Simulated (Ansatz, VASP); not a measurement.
**Cross-check of Ge (Germanium) between VASP and Ansatz**

Wanted: the spread between two codes on one cell, functional and k mesh. The cell is taken from a series of VASP runs on this material, whose earlier steps may have relaxed, scaled or displaced it; both programs get it as it stands.

Main program and level: Ansatz 0.2.0; plane waves, with VASP 6.6.1 beside it; band structure at PBE, band structure at r2SCAN and band structure at r2SCAN, spin-orbit coupling.

## Step 1: Set-up

The structure is cubic, space group Fd-3m (No. 227). The conventional cell has a = 5.658 Å, b = 5.658 Å, c = 5.658 Å, α = 90.00°, β = 90.00°, γ = 90.00°. Nearest to Ge lie 4 Ge at 2.45 Å.

Structure file:

```xyz
2
Lattice="0.0000 2.8289 2.8289 2.8289 0.0000 2.8289 2.8289 2.8289 0.0000" Properties=species:S:1:pos:R:3 pbc="T T T"
Ge    4.2434    4.2434    4.2434
Ge    2.8289    2.8289    2.8289
```

## Step 2: VASP: band structure, PBE

Levels along a path test the potential and the projectors away from the mesh points.

Lines of VASP's logs that name or quote its potential files are left out, and so is its time.

INCAR

```
SYSTEM = Ge
PREC = Accurate
ENCUT = 360
EDIFF = 1E-06
NELM = 100
ISMEAR = 0
SIGMA = 0.03
LREAL = .FALSE.
ALGO = Normal
GGA = PE
NBANDS = 26
LORBIT = 11
LWAVE = .FALSE.
LCHARG = .FALSE.
KPAR = 8
LASPH = .TRUE.
```

POSCAR

```
Ge
1.0
    0.0000000000      2.8289100000      2.8289100000
    2.8289100000      0.0000000000      2.8289100000
    2.8289100000      2.8289100000      0.0000000000
Ge
2
Direct
    0.7500000000      0.7500000000      0.7500000000
    0.5000000000      0.5000000000      0.5000000000
```

KPOINTS

```
Automatic mesh
0
Gamma
6 6 6
0 0 0
```

KPOINTS_OPT

```
Line mode
10
Line-mode
Reciprocal
  0.00000000   0.00000000   0.00000000 GAMMA
  0.50000000   0.00000000   0.50000000 X

  0.50000000   0.00000000   0.50000000 X
  0.50000000   0.25000000   0.75000000 W

  0.50000000   0.25000000   0.75000000 W
  0.37500000   0.37500000   0.75000000 K

  0.37500000   0.37500000   0.75000000 K
  0.00000000   0.00000000   0.00000000 GAMMA

  0.00000000   0.00000000   0.00000000 GAMMA
  0.50000000   0.50000000   0.50000000 L

  0.50000000   0.50000000   0.50000000 L
  0.62500000   0.25000000   0.62500000 U

  0.62500000   0.25000000   0.62500000 U
  0.50000000   0.25000000   0.75000000 W

  0.50000000   0.25000000   0.75000000 W
  0.50000000   0.50000000   0.50000000 L

  0.50000000   0.50000000   0.50000000 L
  0.37500000   0.37500000   0.75000000 K

  0.62500000   0.25000000   0.62500000 U
  0.50000000   0.00000000   0.50000000 X
```

Potentials, in the order of the species: Ge_d (PBE family, release 64).

Launch:

```bash
$ mpirun -np 8 vasp_std
```

Numbers of over 12 decimals in the logs are rounded to 6 here.

Log:

```text
[banner, memory and clock lines left out]
running    8 mpi-ranks, on    1 nodes
 distrk:  each k-point on    1 cores,    8 groups
 distr:  one band on    1 cores,    1 groups

 POSCAR found type information on POSCAR Ge
 POSCAR found :  1 types and       2 ions
|                                                                             |
|           W    W    AA    RRRRR   N    N  II  N    N   GGGG   !!!           |
|           W    W   A  A   R    R  NN   N  II  NN   N  G    G  !!!           |
|           W    W  A    A  R    R  N N  N  II  N N  N  G       !!!           |
|           W WW W  AAAAAA  RRRRR   N  N N  II  N  N N  G  GGG   !            |
|           WW  WW  A    A  R   R   N   NN  II  N   NN  G    G                |
|           W    W  A    A  R    R  N    N  II  N    N   GGGG   !!!           |
|                                                                             |
|     For optimal performance we recommend to set                             |
|       NCORE = 2 up to number-of-cores-per-socket                            |
|     NCORE specifies how many cores store one orbital (NPAR=cpu/NCORE).      |
|     This setting can greatly improve the performance of VASP for DFT.       |
|     The default, NCORE=1 might be grossly inefficient on modern             |
|     multi-core architectures or massively parallel machines. Do your        |
|     Unfortunately you need to use the default for GW and RPA                |
|     calculations (for HF NCORE is supported but not extensively tested      |
|     yet).                                                                   |
|                                                                             |

 LDA part: xc-table for (Slater+PW92), standard interpolation
 POSCAR, INCAR and KPOINTS ok, starting setup
 FFT: planning ... GRIDC
 FFT: planning ... GRID_SOFT
 FFT: planning ... GRID
 WAVECAR not read
 entering main loop
       N       E                     dE             d eps       ncg     rms          rms(c)
DAV:   1     0.174901459006E+03    0.17490E+03   -0.10794E+04  1000   0.244E+03
DAV:   2     0.165131025009E+02   -0.15839E+03   -0.15104E+03   832   0.467E+02
DAV:   3    -0.838396055818E+01   -0.24897E+02   -0.24729E+02   946   0.111E+02
DAV:   4    -0.904621908344E+01   -0.66226E+00   -0.66184E+00   950   0.208E+01
DAV:   5    -0.905437303937E+01   -0.81540E-02   -0.81534E-02   948   0.251E+00    0.322E+00
DAV:   6    -0.899518619488E+01    0.59187E-01   -0.16401E-02   942   0.107E+00    0.191E+00
DAV:   7    -0.896481588460E+01    0.30370E-01   -0.39364E-02  1018   0.147E+00    0.147E-01
DAV:   8    -0.896652628977E+01   -0.17104E-02   -0.44003E-03   918   0.569E-01    0.464E-02
DAV:   9    -0.896678292932E+01   -0.25664E-03   -0.26122E-04   910   0.134E-01    0.141E-02
DAV:  10    -0.896679092283E+01   -0.79935E-05   -0.13446E-05  1012   0.279E-02    0.721E-03
DAV:  11    -0.896679336968E+01   -0.24469E-05   -0.31292E-06   784   0.139E-02    0.115E-03
DAV:  12    -0.896679345774E+01   -0.88054E-07   -0.10527E-07   578   0.222E-03
   1 F= -.89667935E+01 E0= -.89667033E+01  d E =-.180401E-03
 Start KPOINTS_OPT (optional k-point list driver)
k-point batch [1-16\100]
       N       E                     dE             ncg
DAV:   1    -0.339973988115E+04   -0.13039E+05     1054
DAV:   2    -0.593349086099E+04   -0.25338E+04      856
DAV:   3    -0.632422288716E+04   -0.39073E+03      944
DAV:   4    -0.633473267319E+04   -0.10510E+02      940
DAV:   5    -0.633486401250E+04   -0.13134E+00      966
DAV:   6    -0.633486694389E+04   -0.29314E-02      942
DAV:   7    -0.633486704239E+04   -0.98503E-04      992
DAV:   8    -0.633486704585E+04   -0.34605E-05      800
DAV:   9    -0.633486704602E+04   -0.16316E-06      558
[...]
k-point batch [97-100\100]
       N       E                     dE             ncg
DAV:   1     0.908377905587E+04   -0.43566E+04      248
DAV:   2     0.843233918502E+04   -0.65144E+03      208
DAV:   3     0.833009878074E+04   -0.10224E+03      258
DAV:   4     0.832711213661E+04   -0.29866E+01      220
DAV:   5     0.832707550357E+04   -0.36633E-01      248
DAV:   6     0.832707468999E+04   -0.81358E-03      224
DAV:   7     0.832707466259E+04   -0.27396E-04      250
DAV:   8     0.832707466151E+04   -0.10863E-05      206
DAV:   9     0.832707466147E+04   -0.38675E-07      122
```

OUTCAR, selected parts (step 2):

```text
ion  position               nearest neighbor table
   1  0.750  0.750  0.750-   2 2.45   2 2.45   2 2.45   2 2.45
   2  0.500  0.500  0.500-   1 2.45   1 2.45   1 2.45   1 2.45

  LATTYP: Found a face centered cubic cell.
 ALAT       =     5.6578200000

 Subroutine GETGRP returns: Found 48 space group operations
 (whereof 24 operations were pure point group operations)

The static configuration has the point symmetry T_d .
 The point group associated with its full space group is O_h .

 Found     16 irreducible k-points:

   k-points           NKPTS =     16   k-points in BZ     NKDIM =     16   number of bands    NBANDS=     26

   dimension x,y,z NGX =    28 NGY =   28 NGZ =   28
   dimension x,y,z NGXF=    56 NGYF=   56 NGZF=   56

   ENCUT  =  360.0 eV  26.46 Ry    5.14 a.u.   6.19  6.19  6.19*2*pi/ulx,y,z

   NELECT =      28.0000    total number of electrons

 k-points in reciprocal lattice and weights: Automatic mesh
   0.00000000  0.00000000  0.00000000       0.005
   0.16666667  0.00000000  0.00000000       0.037
   0.33333333  0.00000000  0.00000000       0.037
   0.50000000  0.00000000  0.00000000       0.019
   0.16666667  0.16666667  0.00000000       0.028
   0.33333333  0.16666667  0.00000000       0.111
   0.50000000  0.16666667  0.00000000       0.111
  -0.33333333  0.16666667  0.00000000       0.111
  -0.16666667  0.16666667  0.00000000       0.056
[...]
-0.33333333  0.33333333  0.16666667       0.111
  -0.33333333  0.50000000  0.16666667       0.056

 average (electrostatic) potential at core
       1 -74.3226       2 -74.3226

 E-fermi :   5.0267

 k-point     1 :       0.0000    0.0000    0.0000
  band No.  band energies     occupation
    ...
     11      -7.7720      2.00000
     12       5.0005      1.78325
     13       5.0005      1.78303
     14       5.0005      1.78303
     15       5.0363      0.65069
     16       7.5521      0.00000
     17       7.5521      0.00000
     18       7.5521      0.00000
     19      11.4305      0.00000
     20      14.4796      0.00000
    ...

 k-point     2 :       0.1667    0.0000    0.0000
  band No.  band energies     occupation
    ...
     10     -19.5229      2.00000
     11      -7.4356      2.00000
     12       1.8337      2.00000
     13       4.4781      2.00000
     14       4.4781      2.00000
     15       5.9610      0.00000
     16       8.2445      0.00000
     17       8.2445      0.00000
     18       9.1635      0.00000
     19      12.8260      0.00000
    ...

 k-point     3 :       0.3333    0.0000    0.0000
  band No.  band energies     occupation
    ...
     10     -19.5125      2.00000
     11      -6.5031      2.00000
     12      -1.0866      2.00000
     13       3.8328      2.00000
     14       3.8328      2.00000
     15       5.4118      0.00000
     16       8.7778      0.00000
     17       8.7778      0.00000
     18      12.0419      0.00000
     19      12.8631      0.00000
    ...

  Total        0.9718522      0.9718522      0.9718522      0.0000000      0.0000000      0.0000000
  in kB       34.3893058     34.3893058     34.3893058      0.0000000      0.0000000      0.0000000
  external PRESSURE =      34.3893058 kB  Pullay stress =       0.0000000 kB

  energy-cutoff  :      360.00
  volume of cell :       45.28
      direct lattice vectors                 reciprocal lattice vectors
     0.000000000  2.828910000  2.828910000    -0.176746521  0.176746521  0.176746521
     2.828910000  0.000000000  2.828910000     0.176746521 -0.176746521  0.176746521
     2.828910000  2.828910000  0.000000000     0.176746521  0.176746521 -0.176746521

 POSITION                                       TOTAL-FORCE (eV/Angst)
 -----------------------------------------------------------------------------------
      4.24336      4.24336      4.24336        -0.000000     -0.000000     -0.000000
      2.82891      2.82891      2.82891         0.000000      0.000000      0.000000
 -----------------------------------------------------------------------------------
    total drift:                                0.000000      0.000000      0.000000

  FREE ENERGIE OF THE ION-ELECTRON SYSTEM (eV)
  ---------------------------------------------------
  free  energy   TOTEN  =        -8.9667934577 eV

  energy  without entropy=       -8.9666130570  energy(sigma->0) =       -8.96670326

 total charge
# of ion       s       p       d       tot
------------------------------------------
    1        1.124   1.273  10.022  12.419
    2        1.124   1.273  10.022  12.419
--------------------------------------------------
tot          2.248   2.545  20.045  24.838

[... 3 further parts left out ...]
```

The run ends at a pressure of 3.44 GPa.

## Step 3: Ansatz: band structure, PBE

Ansatz runs on its default PAW (the set named soft_2) files.

The same cell, functional, mesh and smearing now go to Ansatz, which takes its cutoff from its data sets.

input.yaml

```yaml
crystal:
  lattice:
    - [0.0, 2.82891, 2.82891]
    - [2.82891, 0.0, 2.82891]
    - [2.82891, 2.82891, 0.0]
  atoms:
    - { symbol: Ge, position: [0.75, 0.75, 0.75] }
    - { symbol: Ge, position: [0.5, 0.5, 0.5] }
hamiltonian:
  xc: pbe
  pseudopotentials: { kind: paw }
kpoints:
  mp_grid: { grid: [6, 6, 6] }
  band_path:
    path:
      - [0.0, 0.0, 0.0]
      - [0.16667, 0.0, 0.16667]
      - [0.33333, 0.0, 0.33333]
      - [0.5, 0.0, 0.5]
      - [0.5, 0.08333, 0.58333]
      - [0.5, 0.19444, 0.69444]
      - [0.5, 0.25, 0.75]
      - [0.45833, 0.29167, 0.75]
      - [0.40278, 0.34722, 0.75]
      - [0.375, 0.375, 0.75]
      - [0.20833, 0.20833, 0.41667]
      - [0.08333, 0.08333, 0.16667]
      - [0.0, 0.0, 0.0]
      - [0.22222, 0.22222, 0.22222]
      - [0.38889, 0.38889, 0.38889]
      - [0.51389, 0.47222, 0.51389]
      - [0.55556, 0.38889, 0.55556]
      - [0.61111, 0.27778, 0.61111]
      - [0.61111, 0.25, 0.63889]
      - [0.56944, 0.25, 0.68056]
      - [0.51389, 0.25, 0.73611]
      - [0.5, 0.27778, 0.72222]
      - [0.5, 0.38889, 0.61111]
      - [0.5, 0.47222, 0.52778]
      - [0.48611, 0.48611, 0.52778]
      - [0.43056, 0.43056, 0.63889]
      - [0.38889, 0.38889, 0.72222]
      - [0.59722, 0.19444, 0.59722]
      - [0.55556, 0.11111, 0.55556]
      - [0.5, 0.0, 0.5]
    npoints: 1
scf:
  occupations: { method: gaussian, width: 0.03 }
  n_extra_bands: 7
output:
  forces: true
  stress: true
  eigenvalues: true
```

Launch:

```bash
$ ansatz run input.yaml --threads 2 --pin off --max-ram 4608MiB --backend cpu --events-out ev --progress --plain --runs-dir out
```

Log:

```text
scf.n_extra_bands = 7 over 14 filled bands (N_el = 28.0): the run solves 21 bands
Engine: ansatz 0.2.0, aarch64-unknown-linux-gnu
Pseudopotentials: kind: paw
Pseudopotential: Ge, paw, valence charge 14, recommended cutoff 420 eV (normal), Ge.paw.azcp
Functional definition: PBE
  parameter kappa = 0.804
  parameter beta = 0.066725
  exchange = pbe_x(kappa = kappa, mu = beta*pi^2/3)
  correlation = pbe_c(beta = beta)
Crystal: 2 atoms, lattice volume = 45.278 Å³
Basis set: ecut = 420 eV, 893 PW (Γ), exchange–correlation on 54×54×54 points (8 copies of the dense FFT grid, shifted against one another)
Bands: 21, of which v1, the nominal top of the filled ones, is band 14 counted from 1 (13 counted from 0)
Symmetry: 48 space group operations
Space group: Fd-3m (ITA 227), of the structure as read, at distance tolerance 3.6e-5 Å
k-points: 16 of 216
Non-local potential: Ge, projectors of the file, l = 0: 2, l = 1: 2, l = 2: 3, l = 3: 1
PAW form: soft (Blöchl's): semilocal exchange-correlation on the pseudo side does not see the compensation charge
PAW one-centre angular grid: Ge, 590 points (default); XC on 64 Gauss nodes
Initial density: superposition of atomic densities (neutral atoms: chi_scale 0, normalization atom), corrected by the library's trained network
Initial wavefunctions: pseudopotential atomic-orbital guess
Functional: x = pbe(κ = 0.804, μ = 0.219515), c = pbe(β = 0.066725)
SCF iter   1: F=—  HF=-8589.895951 eV  |F-HF|=—  |Δ(HF+E_count)|=         —  Δρ=1.02e-3  dr2=3.27e-4  ethr=1.77e-3  ⟨swp⟩=6.0  Hψ=1587  notcnv=0
preconditioner: auto → none  [insulator: Δε(μ)=0.032 eV  Ē_g=25.977 eV  σ=0.030 eV  W_gap=0.52  n_scr=14 (ndim 8)  ℏωp=29.2 eV  f_vac=0.074  D(μ)=0.43/eV (n_scr^D=0)  ε∞_Penn≈2.3]
SCF iter   2: F=—  HF=-8589.895654 eV  |F-HF|=—  |Δ(HF+E_count)|=   2.97e-4  Δρ=6.55e-4  dr2=1.01e-4  ethr=1.17e-6  ⟨swp⟩=2.1  Hψ=704  notcnv=0  defer=19
SCF iter   3: F=—  HF=-8589.895595 eV  |F-HF|=—  |Δ(HF+E_count)|=   5.93e-5  Δρ=3.12e-4  dr2=2.35e-5  ethr=3.60e-7  ⟨swp⟩=2.0  Hψ=507  notcnv=0  defer=19
SCF iter   4: F=—  HF=-8589.895640 eV  |F-HF|=—  |Δ(HF+E_count)|=   4.51e-5  Δρ=1.03e-4  dr2=2.83e-6  ethr=8.38e-8  ⟨swp⟩=2.0  Hψ=523  notcnv=0  defer=19
SCF iter   5: F=—  HF=-8589.895638 eV  |F-HF|=—  |Δ(HF+E_count)|=   1.45e-6  Δρ=4.32e-5  dr2=4.04e-7  ethr=1.01e-8  ⟨swp⟩=2.0  Hψ=515  notcnv=0  defer=19
SCF iter   6: F=-8589.895638 eV  HF=-8589.895638 eV  |F-HF|=9.74e-8  |Δ(HF+E_count)|=   3.68e-7  Δρ=1.50e-5  dr2=4.32e-8  ethr=3.57e-10  ⟨swp⟩=7.4  Hψ=1565  notcnv=0
SCF 1 converged in 6 iterations: F = -8589.895638 eV  dr2 = 4.32e-8
  greatest PAW one-centre occupation: 0.998 electrons in one spin orbital (limit 2), on the Ge atom at site 1 (counted from 0), in its partial waves of l = 2
NSCF: frozen V_eff on 30 k-points
SCF converged after 6 iterations
Free energy (F): -8589.895638 eV
Harris-Foulkes:  -8589.895638 eV  (|F-HF|=9.74e-8)
Internal energy: -8589.895440 eV  (E = F + TS)
E sigma→0 (E₀):  -8589.895539 eV
Entropy (-TS):   -0.000198 eV (-0.099 meV/atom)
Fermi energy:    8.609825 eV
--- Per-component energies (eV) ---
  E_band       = -298.026878
  E_kinetic    = 223.325236
  E_local      = -4941.467363  (includes V_loc(G=0)·N_el)
  E_nonlocal   = 837.429417
  E_hartree    = 2169.314712
  E_xc         = -151.276259
  E_vxc        = -129.416747  (∫ρ·V_xc dr)
  E_paw        = -4040.087193  (= ΣΔE_a)
  E_vpaw       = -626.512237  (= ΣTr[D̂ρ^β])
  E_aug_tail   = 0.000717  (compensation charges beyond the density's cutoff)
  E_ewald      = -2687.134708
  E_smearing   = -0.000198  (= −TS)
  E_closure    = -0.000000  (closes the sum)
  Σ components = -8589.895638   (vs F -8589.895638, Δ=0.00e0)
--- Forces (eV/Å), atoms counted from 1 ---
  atom   1  Ge    -0.00000000    -0.00000000     0.00000000
  atom   2  Ge     0.00000000     0.00000000    -0.00000000
  max |Σ_I F_I| component: 1.85e-17 eV/Å
--- Stress (GPa, compression-positive) ---
        3.594877      -0.000000       0.000000
       -0.000000       3.594877      -0.000000
        0.000000      -0.000000       3.594877
  P = ⅓ Tr σ = 3.5949 GPa (35.949 kbar)
--- Band table (eV; the first three rows and the last of 16) ---
  k-point 0: bands = [... 10 lower, -4.1887, 8.5857, 8.5857, 8.5857, 8.6161, 11.1312, 11.1312, 11.1312, ... 3 higher]
  k-point 1: bands = [... 10 lower, -3.8522, 5.4176, 8.0630, 8.0630, 9.5413, 11.8231, 11.8231, 12.7434, ... 3 higher]
  k-point 2: bands = [... 10 lower, -2.9193, 2.4976, 7.4176, 7.4176, 8.9921, 12.3547, 12.3547, 15.6216, ... 3 higher]
  k-point 15: bands = [... 10 lower, -0.2286, -0.2286, 4.8542, 4.8542, 11.2816, 11.2816, 15.1528, 15.1528, ... 3 higher]
```

Run time: 1.7 s. Hardware: 2 threads of Arm Neoverse N1, shared host; peak memory 0.27 GiB; 2.9 s of CPU time.

## Step 4: Differences

Known differences besides the potentials themselves: the cutoff is 420 eV in Ansatz and 360 eV in VASP. Total energies have different zeros and are not compared.

The two programs side by side:

```tsv
quantity	Ansatz	VASP	difference
pressure (GPa)	3.59	3.44	+0.16
gap over the path points (eV)	0.030	0.036	-0.005
```

Levels at points of the path, from each program's valence-band top (eV; 4 filled, then empty):

```tsv
k (reciprocal lattice)	Ansatz	VASP
0.000 0.000 0.000	-12.77 0.00 0.00 0.00 0.03 2.55 2.55	-12.77 0.00 0.00 0.00 0.04 2.55 2.55
0.167 0.000 0.167	-12.32 -3.17 -1.29 -1.29 1.57 2.74 4.40	-12.32 -3.17 -1.29 -1.29 1.58 2.75 4.41
0.333 0.000 0.333	-10.99 -6.20 -2.61 -2.61 0.66 1.96 7.31	-10.99 -6.20 -2.60 -2.60 0.66 1.97 7.32
0.500 0.000 0.500	-8.89 -8.89 -3.08 -3.08 0.75 0.75 9.51	-8.89 -8.89 -3.08 -3.08 0.75 0.75 9.52
0.500 0.083 0.583	-8.86 -8.86 -3.33 -3.33 1.32 1.32 8.55	-8.86 -8.86 -3.33 -3.33 1.32 1.32 8.56
0.500 0.194 0.694	-8.80 -8.80 -3.83 -3.83 3.26 3.26 5.88	-8.80 -8.80 -3.82 -3.82 3.27 3.27 5.89
0.500 0.250 0.750	-8.79 -8.79 -3.90 -3.90 4.32 4.32 4.71	-8.79 -8.79 -3.90 -3.90 4.33 4.33 4.72
0.458 0.292 0.750	-9.10 -8.49 -4.14 -3.50 2.92 4.26 5.51	-9.10 -8.49 -4.14 -3.49 2.92 4.27 5.52
0.403 0.347 0.750	-9.33 -8.31 -4.31 -2.78 1.40 4.10 6.90	-9.33 -8.31 -4.31 -2.78 1.41 4.11 6.92
0.375 0.375 0.750	-9.36 -8.29 -4.33 -2.63 1.16 4.08 7.21	-9.36 -8.29 -4.33 -2.63 1.16 4.09 7.22
```

Among the levels compared at these points, filled levels agree within 2 meV and empty ones within 12 meV.

## Step 5: Other set-ups

Further runs change the set-up of one program: Ansatz's method, potentials or start, or VASP's data sets, cutoff or form of LDA. The table gives Ansatz less VASP for each quantity, since a change that brings one quantity closer may part another.

```tsv
run	pressure (GPa)	gap over the path points (eV)
as above	0.16	-0.0054
Ansatz's all-electron LAPW method	0.13	0.0011
```

## Step 6: Ansatz: band structure, r2SCAN

The same path points are solved in both programs, so levels can be compared one by one.

The cell is taken from a series of VASP runs on this material, whose earlier steps may have relaxed, scaled or displaced it; both programs get it as it stands.

Edit input.yaml of step 3 so:

```diff
@@ -9,3 +9,3 @@
 hamiltonian:
-  xc: pbe
+  xc: r2scan
   pseudopotentials: { kind: paw }
```

Log:

```text
[...]
Crystal: 2 atoms, lattice volume = 45.278 Å³
Basis set: ecut = 500 eV, 1139 PW (Γ), exchange–correlation on 120×120×120 points (64 copies of the dense FFT grid, shifted against one another)
Bands: 21, of which v1, the nominal top of the filled ones, is band 14 counted from 1 (13 counted from 0)
Symmetry: 48 space group operations
[...]
k-points: 16 of 216
[...]
k-point 0: bands = [... 10 lower, -4.9136, 8.3851, 8.3851, 8.3851, 8.8307, 11.1096, 11.1096, 11.1096, ... 3 higher]
  k-point 1: bands = [... 10 lower, -4.5603, 5.1930, 7.8365, 7.8365, 9.6329, 11.8390, 11.8390, 12.9177, ... 3 higher]
  k-point 2: bands = [... 10 lower, -3.5807, 2.1124, 7.1549, 7.1549, 9.0785, 12.4130, 12.4130, 15.9432, ... 3 higher]
  k-point 15: bands = [... 10 lower, -0.7483, -0.7483, 4.5064, 4.5064, 11.3717, 11.3717, 15.4128, 15.4128, ... 3 higher]
[key lines of the parts left out:]
SCF converged after 6 iterations
Free energy (F): -8605.774198 eV
Fermi energy:    8.608984 eV
P = ⅓ Tr σ = 0.5442 GPa (5.442 kbar)
```

Run time: 3.5 s. Hardware: 2 threads; peak memory 0.39 GiB; 6.2 s of CPU time.

(Part 1 of 2 ends here.)

[Lines on the potential files, build, host, timing and source positions are cut from VASP's logs without a mark.]

[Logs are printed without paths, hosts, clocks, repeated set-up lines and the standing remarks that a program may print on its own settings, such as how far it seeks lower states.]

[Hosts, paths, dates, database ids (printed as entryN), source tags and the programs' standing remarks are cut or masked in the printed files.]
